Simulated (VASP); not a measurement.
Runs of VASP 6.6.1 on Sc3Te. The structure is cubic, space group Fm-3m (No. 225). Conventional cell: a = 7.139 Å, b = 7.139 Å, c = 7.139 Å, α = 90.00°, β = 90.00°, γ = 90.00°. Sc (site symmetry -43m) is surrounded by 4 Sc at 3.09 Å and 4 Te at 3.09 Å. Sc (site symmetry m-3m) is surrounded by 8 Sc at 3.09 Å. Around Te (site symmetry m-3m) lie 8 Sc at 3.09 Å. The cell was built by a generator and needn't be a form met in nature.

```tsv
task	level	U	cell	cutoff (eV)	gap on the mesh (eV)	pressure (GPa)	relaxed volume (Å³/atom)
relaxation of cell and atoms	PBE+TS	-	relaxed	600	none	0.0	20.17
relaxation of cell and atoms	PBE+TS-HI	-	relaxed	600	none	0.0	(b)
relaxation of cell and atoms	PBE+rVV10	-	relaxed	600	none	0.0	(a)
relaxation of cell and atoms	PBE+D2	-	relaxed	600	none	0.1	22.59
single point	PBE+U	Sc d U = 3 eV	as given	520	none	6.1	-
```

Alike in all rows: potentials or basis VASP PAW PBE potentials, release 64 (Sc_sv, Te); no spin polarisation; k mesh 5 × 5 × 5; smearing fermi-dirac 0.05 eV.

Q: Fill in the values left out.

A: (a) 22.39; (b) 21.11.

Caveats: pairwise dispersion overbinds metals, which lowers pressure and volume (some runs); atom-pairwise D2, TS and ULG terms overbind metals (some runs); U without spin polarisation on a metal has little footing (some runs); the U is typed as a test and isn't derived for this compound (some runs).

A k mesh can miss the band edges, and the runs leave out spin-orbit coupling on Te.

A gap of «none» marks a metal or a gap under the smearing width.

Not every run made on this cell is shown here.
